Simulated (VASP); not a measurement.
Consider the following.

```yaml
crystal:
  lattice:
    - [0.00000, 3.36855, 3.36855]
    - [3.36855, 0.00000, 3.36855]
    - [3.36855, 3.36855, 0.00000]
  atoms:
    - { symbol: Rb, position: [0.00000, 0.00000, 0.00000] }
    - { symbol: Br, position: [0.50000, 0.50000, 0.50000] }
```

Calculation: PBE GGA, VASP's PBE PAW potentials (set 64) (plane waves; VASP). Numerical set-up: 480 eV cut-off, 6×6×6 Γ-centred mesh, Gaussian smearing of 0.050 eV, potentials Rb_sv Br.

### Question
Estimate the energy per atom (σ→0), pressure, band gap (on the k-mesh) with the smallest direct gap where there is one.

### Answer

```yaml
band gap (on the k-mesh): 4.50 eV
smallest direct gap (on the k-mesh): 4.50 eV
energy per atom (σ→0): -3.030 eV/atom
pressure: 2.00 GPa
```

Total energies compare only between runs with the same potentials, cut-off and functional.

The compound is RbBr in the rock salt structure. It was relaxed first under an external pressure of 2 GPa.
